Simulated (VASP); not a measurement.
VASP ran on this input.

KPOINTS:
```
Automatic mesh
0
Gamma
12 12 6
0 0 0
```

INCAR:
```
SYSTEM = Tc
PREC = Accurate
ENCUT = 400
EDIFF = 1E-6
NELM = 60
ALGO = VeryFast
LREAL = .FALSE.
LASPH = .TRUE.
ISMEAR = 1
SIGMA = 0.1
GGA = PE
LMAXMIX = 4
LWAVE = .FALSE.
LCHARG = .FALSE.
ISIF = 2
NELMDL = -1
```

**POSCAR**
```
Tc
1
    1.3700000000    -2.3729100000     0.0000000000
    1.3700000000     2.3729100000     0.0000000000
    0.0000000000     0.0000000000     4.3900000000
Tc
2
Direct
  0.3333330000   0.6666670000   0.2500000000
  0.6666670000   0.3333330000   0.7500000000
```

POTCAR, in this order: Tc_pv (PBE.64 set). Program: vasp_std.

**Question.** What happens when VASP runs on this input?

**Answer.** There is a fault: ALGO = VeryFast starts from random orbitals with almost no delay (NELMDL = -1). The run did not converge; its last values are not results. Against the sound run, the energy per atom (σ→0) rises by 617.317 eV/atom; the pressure goes up by 356.61 GPa.

File standard output:
```
...
RMM:  28     0.121667609067E+04   -0.27922E+00   -0.27441E+00  5168   0.826E+00    0.386E+00
RMM:  29     0.121642120716E+04   -0.25488E+00   -0.25032E+00  5167   0.767E+00    0.346E+00
RMM:  30     0.121619647227E+04   -0.22473E+00   -0.22184E+00  5138   0.718E+00    0.325E+00
RMM:  31     0.121598622821E+04   -0.21024E+00   -0.20645E+00  5163   0.667E+00    0.206E+00
RMM:  32     0.121580026305E+04   -0.18597E+00   -0.18364E+00  5165   0.622E+00    0.120E+00
RMM:  33     0.121562763415E+04   -0.17263E+00   -0.17059E+00  5167   0.581E+00    0.133E+00
RMM:  34     0.121547202117E+04   -0.15561E+00   -0.15363E+00  5157   0.543E+00    0.140E+00
RMM:  35     0.121532959250E+04   -0.14243E+00   -0.14014E+00  5151   0.510E+00    0.178E+00
WARNING in EDDRMM: call to ZHEGV failed, returncode =   8  4      1
RMM:  36     0.121519968129E+04   -0.12991E+00   -0.12764E+00  5147   0.479E+00    0.148E+00
WARNING in EDDRMM: call to ZHEGV failed, returncode =   6  3      1
RMM:  37     0.121508019183E+04   -0.11949E+00   -0.11766E+00  5142   0.452E+00    0.182E+00
RMM:  38     0.121497030600E+04   -0.10989E+00   -0.10815E+00  5135   0.425E+00    0.207E+00
RMM:  39     0.121487062954E+04   -0.99676E-01   -0.98426E-01  5116   0.401E+00    0.231E+00
RMM:  40     0.121477985146E+04   -0.90778E-01   -0.89819E-01  5081   0.378E+00    0.255E+00
WARNING in EDDRMM: call to ZHEGV failed, returncode =   6  3      3
RMM:  41     0.121469692682E+04   -0.82925E-01   -0.81977E-01  5044   0.357E+00    0.272E+00
RMM:  42     0.121462145842E+04   -0.75468E-01   -0.74563E-01  5007   0.336E+00    0.294E+00
WARNING in EDDRMM: call to ZHEGV failed, returncode =   8  4      3
RMM:  43     0.121455200877E+04   -0.69450E-01   -0.68580E-01  4928   0.318E+00    0.305E+00
RMM:  44     0.121448850921E+04   -0.63500E-01   -0.62284E-01  4873   0.300E+00    0.321E+00
RMM:  45     0.121442931812E+04   -0.59191E-01   -0.58202E-01  4814   0.285E+00    0.354E+00
RMM:  46     0.121437516331E+04   -0.54155E-01   -0.53284E-01  4945   0.270E+00    0.372E+00
RMM:  47     0.121432470940E+04   -0.50454E-01   -0.49668E-01  5088   0.259E+00    0.368E+00
RMM:  48     0.121427886615E+04   -0.45843E-01   -0.45193E-01  5045   0.244E+00    0.392E+00
RMM:  49     0.121423617186E+04   -0.42694E-01   -0.42131E-01  4603   0.231E+00    0.419E+00
RMM:  50     0.121419737860E+04   -0.38793E-01   -0.38317E-01  4320   0.219E+00    0.450E+00
RMM:  51     0.121416130825E+04   -0.36070E-01   -0.35624E-01  4136   0.208E+00    0.481E+00
RMM:  52     0.121412868174E+04   -0.32627E-01   -0.32211E-01  4818   0.198E+00    0.479E+00
RMM:  53     0.121409787949E+04   -0.30802E-01   -0.30362E-01  4932   0.188E+00    0.490E+00
RMM:  54     0.121406992631E+04   -0.27953E-01   -0.27502E-01  4193   0.179E+00    0.523E+00
RMM:  55     0.121404324220E+04   -0.26684E-01   -0.26197E-01  4145   0.171E+00    0.562E+00
RMM:  56     0.121401903296E+04   -0.24209E-01   -0.23833E-01  4093   0.163E+00    0.590E+00
RMM:  57     0.121399602405E+04   -0.23009E-01   -0.22742E-01  5072   0.157E+00    0.553E+00
WARNING in EDDRMM: call to ZHEGV failed, returncode =   6  3      7
RMM:  58     0.121397515419E+04   -0.20870E-01   -0.20596E-01  4425   0.148E+00    0.574E+00
WARNING in EDDRMM: call to ZHEGV failed, returncode =   6  3      1
RMM:  59     0.121395569945E+04   -0.19455E-01   -0.19287E-01  4390   0.142E+00    0.571E+00
WARNING in EDDRMM: call to ZHEGV failed, returncode =   8  4      2
RMM:  60     0.121393804804E+04   -0.17651E-01   -0.17524E-01  4820   0.135E+00

 -----------------------------------------------------------------------------
|                                                                             |
|           W    W    AA    RRRRR   N    N  II  N    N   GGGG   !!!           |
|           W    W   A  A   R    R  NN   N  II  NN   N  G    G  !!!           |
|           W    W  A    A  R    R  N N  N  II  N N  N  G       !!!           |
|           W WW W  AAAAAA  RRRRR   N  N N  II  N  N N  G  GGG   !            |
|           WW  WW  A    A  R   R   N   NN  II  N   NN  G    G                |
|           W    W  A    A  R    R  N    N  II  N    N   GGGG   !!!           |
|                                                                             |
|     The electronic self-consistency was not achieved in the given           |
|     number of steps (NELM). The forces and other quantities evaluated       |
|     might not be reliable so examine the results carefully. If you find     |
|     spurious results, we suggest increasing NELM, if you were close to      |
|     convergence or switching to a different ALGO or adjusting the           |
|     density mixing parameters otherwise.                                    |
|                                                                             |
 -----------------------------------------------------------------------------

   1 F= 0.12139380E+04 E0= 0.12139381E+04  d E =-.365598E-04
```

### OUTCAR
```
------------------------ aborting loop EDIFF was not reached (unconverged)  ----------------------------
  FORCE on cell =-STRESS in cart. coord.  units (eV):
  Direction    XX          YY          ZZ          XY          YZ          ZX
  --------------------------------------------------------------------------------------
  Total       63.5289154     63.5289365     64.4130579     -0.0000000     -0.0000000      0.0000000
  in kB     3566.0355958   3566.0367789   3615.6647076     -0.0000000     -0.0000000      0.0000000
  external PRESSURE =    3582.5790274 kB  Pullay stress =       0.0000000 kB
  volume of cell :       28.54
      direct lattice vectors                 reciprocal lattice vectors
     1.370000000 -2.372910000  0.000000000     0.364963504 -0.210711742  0.000000000
     1.370000000  2.372910000  0.000000000     0.364963504  0.210711742  0.000000000
     0.000000000  0.000000000  4.390000000     0.000000000  0.000000000  0.227790433
 POSITION                                       TOTAL-FORCE (eV/Angst)
 -----------------------------------------------------------------------------------
      1.37000      0.79097      1.09750         0.000000      0.000000      0.000000
      1.37000     -0.79097      3.29250        -0.000000     -0.000000      0.000000
 -----------------------------------------------------------------------------------
    total drift:                                0.000031      0.000043      0.000030
  FREE ENERGIE OF THE ION-ELECTRON SYSTEM (eV)
  ---------------------------------------------------
  free  energy   TOTEN  =      1213.9380480405 eV

  energy  without entropy=     1213.9380846003  energy(sigma->0) =     1213.93806023
```
(Selected blocks of OUTCAR.)

To mend it, set ALGO = Normal, remove NELMDL.

The mended run (PBE GGA, plane waves, VASP's PBE PAW potentials (set 64)) converges, and its OSZICAR ends with
```
   1 F= -.20695394E+02 E0= -.20695230E+02  d E =-.493229E-03
```

The compound is Tc in the hcp structure. The cell was not relaxed at this level.
